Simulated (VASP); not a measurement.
# What goes wrong when Rhodium is relaxed with a bad input, part 2 of 2

Aim: see how common mistakes in a VASP relaxation show up, on Rhodium. The starting structure is a measured crystal structure from the Crystallography Open Database. The first relaxation on each setting starts from this cell expanded by 3 % in volume.

VASP 6.6.1.

Results so far: reference 13.49 Å³ an atom.

## (5) Relaxation with the cell held fixed (ISIF = 2) (continued)

Level of this step: PBEsol; plane waves and PAW (Rh_pv) (VASP).

From OUTCAR (step 5):

```text
  Total       -1.1291152     -1.1291152     -1.1291152      0.0000000     -0.0000000      0.0000000
  in kB     -127.7198415   -127.7198415   -127.7198415      0.0000000     -0.0000000      0.0000000
  external PRESSURE =    -127.7198415 kB  Pullay stress =       0.0000000 kB

 POSITION                                       TOTAL-FORCE (eV/Angst)
 -----------------------------------------------------------------------------------
      0.00000      0.00000      0.00000        -0.000000     -0.000000     -0.000000
 -----------------------------------------------------------------------------------
    total drift:                               -0.000000     -0.000000     -0.000000

  FREE ENERGIE OF THE ION-ELECTRON SYSTEM (eV)
  ---------------------------------------------------
  free  energy   TOTEN  =        -8.1108061819 eV

  energy  without entropy=       -8.1119246608  energy(sigma->0) =       -8.11117901

[... 2 parts as in an earlier step ...]

[... 2 further parts left out ...]
[key lines of the parts left out:]
E-fermi :  11.2185
```

With the cell held fixed (ISIF = 2) the cell ends at 14.164 Å³ an atom, +5.00 % from the reference.

## (6) Relaxation with a k mesh far too coarse

A slip made on purpose: a k mesh far too coarse. Against step 2 the input has a 2×2×2 mesh (also changed: NELM, NCORE and KPAR).

Input file INCAR:

```
SYSTEM = Rh
PREC = Accurate
ENCUT = 450
EDIFF = 1E-06
NELM = 60
ISMEAR = 1
SIGMA = 0.15
LREAL = .FALSE.
ALGO = Normal
GGA = PS
NBANDS = 13
LORBIT = 11
LWAVE = .FALSE.
LCHARG = .FALSE.
NCORE = 4
IBRION = 2
NSW = 50
ISIF = 3
EDIFFG = -0.004
```

Input file POSCAR:

```
Rh
1.0
    0.0000000000      1.9203784522      1.9203784522
    1.9203784522      0.0000000000      1.9203784522
    1.9203784522      1.9203784522      0.0000000000
Rh
1
Direct
    0.0000000000      0.0000000000      0.0000000000
```

Input file KPOINTS:

```
Automatic mesh
0
Gamma
2 2 2
0 0 0
```

The projector-augmented-wave data sets are Rh_pv (PBE family, release 64).

Launch:

```bash
$ mpirun -np 4 vasp_std
```

The program printed:

```text
[banner, memory and clock lines left out]
running    4 mpi-ranks, on    1 nodes
[...]
[... a notice as in an earlier step ...]

 LDA part: xc-table for (Slater+PW92), standard interpolation
 POSCAR, INCAR and KPOINTS ok, starting setup
[...]
entering main loop
       N       E                     dE             d eps       ncg     rms          rms(c)
DAV:   1     0.117086812523E+03    0.11709E+03   -0.88547E+03    78   0.111E+03
DAV:   2    -0.369976960904E+01   -0.12079E+03   -0.11680E+03    88   0.333E+02
DAV:   3    -0.507788519658E+01   -0.13781E+01   -0.13763E+01    88   0.396E+01
DAV:   4    -0.508646377712E+01   -0.85786E-02   -0.85759E-02    98   0.309E+00
[...]
DAV:  26    -0.444924978417E+01    0.74997E-05   -0.10966E-05    88   0.381E-02    0.322E-02
DAV:  27    -0.444924704679E+01    0.27374E-05   -0.32069E-06    78   0.207E-02    0.169E-02
DAV:  28    -0.444924634933E+01    0.69746E-06   -0.79864E-07    44   0.103E-02
   1 F= -.44492463E+01 E0= -.44372662E+01  d E =-.444925E+01
[... from here on, the cycles between the ionic steps are left out ...]
   2 F= -.44123992E+01 E0= -.43989656E+01  d E =0.368472E-01
   3 F= -.47471239E+01 E0= -.47380857E+01  d E =-.297878E+00
   5 F= -.47487699E+01 E0= -.47401303E+01  d E =-.299524E+00
   7 F= -.47486595E+01 E0= -.47401024E+01  d E =-.834170E-06
   9 F= -.47486620E+01 E0= -.47401187E+01  d E =-.431970E-06
  11 F= -.47486619E+01 E0= -.47401088E+01  d E =-.288954E-06
  13 F= -.47486622E+01 E0= -.47400967E+01  d E =-.632143E-06
  15 F= -.47486624E+01 E0= -.47401237E+01  d E =-.876975E-06
  17 F= -.47486622E+01 E0= -.47401053E+01  d E =-.617340E-06
  19 F= -.47486623E+01 E0= -.47401022E+01  d E =-.106716E-06
  21 F= -.47486633E+01 E0= -.47400867E+01  d E =-.110515E-05
  23 F= -.47486627E+01 E0= -.47400995E+01  d E =-.470270E-06
  25 F= -.47486627E+01 E0= -.47400988E+01  d E =-.231790E-06
  26 F= -.47486628E+01 E0= -.47401002E+01  d E =-.241605E-06
  27 F= -.47486632E+01 E0= -.47400935E+01  d E =-.640962E-06
[...]
reached required accuracy - stopping structural energy minimisation
```

Elapsed: 8 s, on 4 MPI ranks of AMD EPYC 7R43, shared host; peak memory 0.29 GiB; 29 s of CPU time.

OUTCAR, selected parts (step 6):

```text
  Total        0.0008984      0.0008984      0.0008984      0.0000000      0.0000000      0.0000000
  in kB        0.0844727      0.0844727      0.0844727      0.0000000      0.0000000      0.0000000
  external PRESSURE =       0.0844727 kB  Pullay stress =       0.0000000 kB

 POSITION                                       TOTAL-FORCE (eV/Angst)
 -----------------------------------------------------------------------------------
      0.00000      2.04243      2.04243         0.000000     -0.000000     -0.000000
 -----------------------------------------------------------------------------------
    total drift:                               -0.000000     -0.000000     -0.000000

  FREE ENERGIE OF THE ION-ELECTRON SYSTEM (eV)
  ---------------------------------------------------
  free  energy   TOTEN  =        -4.7486631536 eV

  energy  without entropy=       -4.7229542207  energy(sigma->0) =       -4.74009351

[... 1 part as in an earlier step ...]

[... 3 further parts left out ...]
[key lines of the parts left out:]
E-fermi :   9.2190
```

Logs of long relaxations may skip ionic steps without a mark.

With a k mesh far too coarse the cell ends at 17.040 Å³ an atom, +26.32 % from the reference; the bulk modulus is 126.8 GPa against 297.2 GPa.

## (7) The runs compared

| run | ended | volume (Å³/atom) | change (%) | bulk modulus (GPa) | pressure left (GPa) | core minutes |
| --- | --- | --- | --- | --- | --- | --- |
| reference | converged | 13.49 | - | 297.2 | 0.01 | 6.73 |
| too few ionic steps | not converged | - | - | - | - | 2.07 |
| too few electronic steps | stopped by VASP | - | - | - | - | 0.747 |
| the cell held fixed (ISIF = 2) | converged | 14.164 | 5.0 | - | -12.77 | 0.96 |
| a k mesh far too coarse | converged | 17.04 | 26.32 | 126.8 | 0.01 | 0.533 |

Core minutes are wall time times ranks, summed over the relaxations behind a row (those for a bulk modulus apart), on shared hosts.

## (8) Summary of results

- volume of the reference: 13.49 Å³/atom
- volume against the reference, the cell held fixed (ISIF = 2): +5.00 %
- volume against the reference, a k mesh far too coarse: +26.32 %
- run with too few ionic steps: not converged
- run with too few electronic steps: stopped by VASP

VASP stopped by itself in the run with too few electronic steps. The run with too few ionic steps didn't converge. Finished, but with signs in the output that stand out against the reference: the cell held fixed (ISIF = 2), with the volume kept at the input's, +5.0 % from the reference (signs: a stress of up to 12.8 GPa); a k mesh far too coarse, with the volume changed by +26.3 % (signs: 40.2 GPa at the first ionic step (of the first relaxations, not shown; reference: -12.8 GPa) and a large entropy term in the energy). The reference was restarted once and the runs with a slip weren't, so their cells may not have settled fully. Further runs on this material are not shown.

[Lines on the potential files, build, host, timing and source positions are cut from VASP's logs without a mark.]

[Logs are printed without paths, hosts, clocks, repeated set-up lines and the standing remarks that a program may print on its own settings, such as how far it seeks lower states.]

[Hosts, paths, dates, database ids (printed as entryN), source tags and the programs' standing remarks are cut or masked in the printed files.]
